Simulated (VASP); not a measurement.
Given:

```
CELL_PARAMETERS angstrom
      0.00000     3.25697     3.25697
      3.25697     0.00000     3.25697
      3.25697     3.25697     0.00000
ATOMIC_POSITIONS crystal
  Ba 0.00000 0.00000 0.00000
  S  0.50000 0.50000 0.50000
```

Level of theory: r2SCAN meta-GGA, VASP's PBE PAW potentials (set 64) (plane waves; VASP). Settings: 520 eV cut-off, 7×7×7 Γ-centred mesh, Gaussian smearing of 0.050 eV, potentials Ba_sv S.

The job: BaS (rock salt), 2 atoms, r2SCAN, static run, 520 eV, 7×7×7 Γ-centred mesh. Roughly how much core time does it take on a busy server core?

About 60 core-seconds (one run on a shared machine, a rough figure). It had 20 irreducible k-points, 12 bands, up to 1877 plane waves and 30 electronic steps.

The compound is BaS in the rock salt structure. This cell is one point of a volume scan, at 1.03 of the reference volume.
